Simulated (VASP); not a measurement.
Given:

```
IrO2
1.0
    4.63270     0.00000     0.00000
    0.00000     4.63270     0.00000
    0.00000     0.00000     3.26333
Ir O
2 4
Direct
  0.00000   0.00000   0.00000
  0.50000   0.50000   0.50000
  0.30812   0.30812   0.00000
  0.80812   0.19188   0.50000
  0.19188   0.80812   0.50000
  0.69188   0.69188   0.00000
```

Level of theory: vdW-DF2, VASP's PBE PAW potentials (set 64) (plane waves; VASP). Run with 520 eV cut-off, 8×8×11 Γ-centred mesh, tetrahedra with Blöchl corrections, potentials Ir O.

Unless said otherwise, spin-orbit coupling is left out, though it shifts the bands of the heavy elements here.

Predict the energy per atom (σ→0), band gap (on the k-mesh) with the smallest direct gap where there is one.

```json
{
 "band gap (on the k-mesh)": "none (metal, semimetal or under 0.01 eV)",
 "energy per atom (σ→0)": "-4.778 eV/atom"
}
```

The absolute energy has meaning only against runs of the same code, potentials and settings.

The compound is IrO2 in the rutile structure. It was relaxed first, which changed the volume by +10 %.
